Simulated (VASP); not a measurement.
## GdAl3Cu (space group I4mm): computed properties

Method: PBEsol GGA, VASP's PBE PAW potentials (set 64) (plane waves; VASP).

```
Item                                                                           Result
----------------------------------  -------------------------------------------------
space group                                                                I4mm (107)
cell                                a = b = 4.128 Å, c = 10.531 Å, α = β = γ = 90.00°
volume per atom                                                         17.94 Å³/atom
band gap (over mesh and band path)           none (metal, semimetal or under 0.01 eV)
cell moment                                                                   0.00 μB
density                                                                    5.59 g/cm³
```

```
CELL_PARAMETERS angstrom
     -2.06380     2.06380     5.26557
      2.06380    -2.06380     5.26557
      2.06380     2.06380    -5.26557
ATOMIC_POSITIONS crystal
  Gd 0.00063 0.00063 0.00000
  Al 0.40900 0.40900 0.00000
  Al 0.24861 0.74861 0.50000
  Al 0.74861 0.24861 0.50000
  Cu 0.62915 0.62915 0.00000
```

The 4f electrons are frozen in the core of the lanthanide potential, so 4f levels, which can set the real gap, and their magnetism are missing.

The structure comes from a computed database's GdAl3Cu entry (I4mm); how it stands against other phases isn't given here. It was relaxed first. Symmetry was kept, so distortions that lower it aren't found.
